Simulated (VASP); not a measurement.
A run of VASP 6.6.1 is set up as follows.

Contents of INCAR:

```
SYSTEM = Al
  ALGO = Normal
  EDIFF = 1E-7
  ENCUT = 520
  GGA = CA
  ISIF = 2
  ISMEAR = 0
  LASPH = .TRUE.
  LCHARG = .FALSE.
  LREAL = .FALSE.
  LWAVE = .FALSE.
  NELM = 100
  PREC = Accurate
  SIGMA = 0.1
```

KPOINTS

```
k-points
0
G
  18 18 18
  0 0 0
```

Contents of POSCAR:

```
Al                                      
1.0
    0.0000000000      1.9722206177      1.9722206177
    1.9722206177      0.0000000000      1.9722206177
    1.9722206177      1.9722206177      0.0000000000
  Al            
     1
Direct
     0.0000000000000000    0.0000000000000000    0.0000000000000000
```

Potentials or basis: VASP PAW LDA potentials, release 64 (Al).

The run is started by

```sh
$ cat potpaw_LDA.64/Al/POTCAR > POTCAR
$ mpirun -np 1 vasp_std > vasp.out
```

(1) What does it give for the band gap on the k mesh?

(2) What does it give for the pressure?

## Answers

(1) none (metal or under the smearing width).

(2) 2.7 GPa.
